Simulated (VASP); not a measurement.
Crystal: Pd.

```
Pd
1.0
     0.00000    1.94650    1.94650
     1.94650    0.00000    1.94650
     1.94650    1.94650    0.00000
Pd
1
Direct
  0.00000 0.00000 0.00000
```

- Program: VASP 6.6.1
- Task: relaxation of cell and atoms
- Functional: PBE
- Potentials or basis: VASP PAW PBE potentials, release 64 (Pd)
- Cutoff: 520 eV
- k mesh: 19 × 19 × 19
- Occupations: gaussian, width 0.1 eV
- Spin: no spin polarisation

At the start: pressure 6.8 GPa; volume 14.75 Å³/atom.

Task: Where does the relaxation end?

Result: Over 3 steps the energy falls by 11.6 meV/atom and the volume is 15.32 Å³/atom (+3.9 %); space group Fm-3m (No. 225, to 0.05 Å).

The path:
| step | energy change (eV) | largest force (eV/Å) | pressure (GPa) | volume (Å³) |
| --- | --- | --- | --- | --- |
| 1 | 0.0000 | 0.0000 | 6.79 | 14.75 |
| 2 | 0.0086 | 0.0000 | -7.51 | 16.13 |
| 3 | -0.0116 | 0.0000 | -0.08 | 15.32 |

Final structure:
```
CELL_PARAMETERS angstrom
0.00000 1.97122 1.97122
1.97122 0.00000 1.97122
1.97122 1.97122 0.00000
ATOMIC_POSITIONS crystal
Pd 0.00000 0.00000 0.00000
```
